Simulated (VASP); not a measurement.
VASP runs on Ni3Al (L1_2) share one base input (PBE GGA, plane waves, VASP's PBE PAW potentials (set 64)) and change the settings named in each case.

File KPOINTS:
```
Automatic mesh
0
Gamma
8 8 8
0 0 0
```

File POSCAR:
```
Ni3Al
1
    3.5700000000     0.0000000000     0.0000000000
    0.0000000000     3.5700000000     0.0000000000
    0.0000000000     0.0000000000     3.5700000000
Al Ni
1 3
Direct
  0.0000000000   0.0000000000   0.0000000000
  0.0000000000   0.5000000000   0.5000000000
  0.5000000000   0.0000000000   0.5000000000
  0.5000000000   0.5000000000   0.0000000000
```

### INCAR
```
# general
SYSTEM  = Ni3Al
PREC    = Accurate
ENCUT   = 400
LREAL   = F
LASPH   = T

# electronic loop
EDIFF   = 1E-6
NELM    = 100
ALGO    = Normal
LMAXMIX = 4

# smearing
ISMEAR  = 1
SIGMA   = 0.1

# functional
GGA     = PE

# spin
ISPIN   = 2
MAGMOM  = 0.0 3*0.5

# ions
ISIF    = 2

# output
LWAVE   = F
LCHARG  = F
LORBIT  = 10
```

POTCAR, in this order: Al Ni (PBE.64 set). Program: vasp_std.

```csv
change,E(σ→0) (eV/atom),pressure (GPa),moment (μB),−TS (eV)
base run,-5.4742,-0.84,0.76,-0.0013
"LDAU = .TRUE., LDAUJ = 0 0, LDAUL = -1 2, LDAUTYPE = 2, LDAUU = 0 1.0",-4.9877,___,0.79,___
"LDAU = .TRUE., LDAUJ = 0 0, LDAUL = -1 2, LDAUTYPE = 2, LDAUU = 0 2.0",-4.5148,-4.16,0.79,-0.0004
"LDAU = .TRUE., LDAUJ = 0 0, LDAUL = -1 2, LDAUTYPE = 2, LDAUU = 0 3.0",-4.0562,-5.99,0.81,-0.0006
"LDAU = .TRUE., LDAUJ = 0 0, LDAUL = -1 2, LDAUTYPE = 2, LDAUU = 0 4.0",-3.6139,-7.28,0.99,0.0016
"LDAU = .TRUE., LDAUJ = 0 0, LDAUL = -1 2, LDAUTYPE = 2, LDAUU = 0 5.0",-3.1885,-8.31,1.15,0.0004
"LDAU = .TRUE., LDAUJ = 0 0, LDAUL = -1 2, LDAUTYPE = 2, LDAUU = 0 6.0",-2.7859,-8.51,1.35,0.0001
"LDAU = .TRUE., LDAUJ = 0 0, LDAUL = -1 2, LDAUTYPE = 2, LDAUU = 0 8.0",-2.0355,___,___,-0.0004
"LDAU = .TRUE., LDAUJ = 0 0, LDAUL = -1 2, LDAUTYPE = 2, LDAUU = 0 5.0, LMAXMIX = 2",-3.1885,-8.33,1.14,0.0005
```

### Question
Fill in the missing entries.

### Answer

- LDAU = .TRUE., LDAUJ = 0 0, LDAUL = -1 2, LDAUTYPE = 2, LDAUU = 0 1.0, pressure (GPa): -2.45
- LDAU = .TRUE., LDAUJ = 0 0, LDAUL = -1 2, LDAUTYPE = 2, LDAUU = 0 1.0, −TS (eV): -0.0007
- LDAU = .TRUE., LDAUJ = 0 0, LDAUL = -1 2, LDAUTYPE = 2, LDAUU = 0 8.0, pressure (GPa): -10.61
- LDAU = .TRUE., LDAUJ = 0 0, LDAUL = -1 2, LDAUTYPE = 2, LDAUU = 0 8.0, moment (μB): 1.45

Energies of different potentials or functionals have different zeros.  The base run's pressure lies -0.36 GPa from that at 600 eV (Pulay error).

Left out are runs that ran out of time, are held back, or changed the cell or the kind of run, fixed moments of cells without a moment, rows past the twelfth, gaps on odd meshes, pressures of charged cells and columns that move by less than the noise.

The compound is Ni3Al in the L1_2 structure. The cell was not relaxed at this level. The spin order is the one that the start imposed; others were not tried in this run.
